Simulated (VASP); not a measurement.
The input files of a VASP run:

POSCAR:
```
Cs
1
   -3.2470496461     3.2470496461     3.2470496461
    3.2470496461    -3.2470496461     3.2470496461
    3.2470496461     3.2470496461    -3.2470496461
Cs
1
Direct
  0.0000000000   0.0000000000   0.0000000000
```

INCAR:
```
# general
SYSTEM  = Cs
PREC    = Accurate
ENCUT   = 520
LREAL   = .FALSE.
LASPH   = .TRUE.

# electronic loop
EDIFF   = 1E-7   # SCF stop (eV)
NELM    = 100
ALGO    = Normal   # blocked Davidson
LMAXMIX = 4   # l cut-off of mixed one-centre charges

# smearing
ISMEAR  = 1   # Methfessel-Paxton
SIGMA   = 0.1

# functional
GGA     = RE   # revPBE

# ions
ISIF    = 2

# output
LWAVE   = .FALSE.
LCHARG  = .FALSE.
```

### KPOINTS
```
Automatic mesh
0
Gamma
8 8 8
0 0 0
```

POTCAR, in this order: Cs_sv (PBE.64 set). Program: vasp_std.

Translate this revPBE calculation to Quantum ESPRESSO's pw.x.

One equivalent input (not run):
```
&CONTROL
  calculation = 'scf'
  pseudo_dir = './pseudo'
  outdir = './out'
  tprnfor = .true.
  tstress = .true.
/
&SYSTEM
  ibrav = 0
  nat = 1
  ntyp = 1
  ecutwfc = 50
  occupations = 'smearing'
  smearing = 'methfessel-paxton'
  degauss = 0.00735
  input_dft = 'revpbe'
/
&ELECTRONS
  conv_thr = 7.3e-09
  electron_maxstep = 100
/
ATOMIC_SPECIES
  Cs 132.905 Cs.upf
CELL_PARAMETERS angstrom
    -3.2470496    3.2470496    3.2470496
     3.2470496   -3.2470496    3.2470496
     3.2470496    3.2470496   -3.2470496
ATOMIC_POSITIONS crystal
  Cs   0.0000000  0.0000000  0.0000000
K_POINTS automatic
  8 8 8 0 0 0
```
What does not carry over: the potentials are each code's own (VASP's PAW set, PseudoDojo norm-conserving files in pw.x), so ENCUT and ecutwfc are chosen apart and not converted; conv_thr bounds pw.x's estimated SCF error, while EDIFF bounds the energy change between steps.

The compound is Cs in the bcc structure. This cell is one point of a volume scan, at 1.06 of the reference volume.
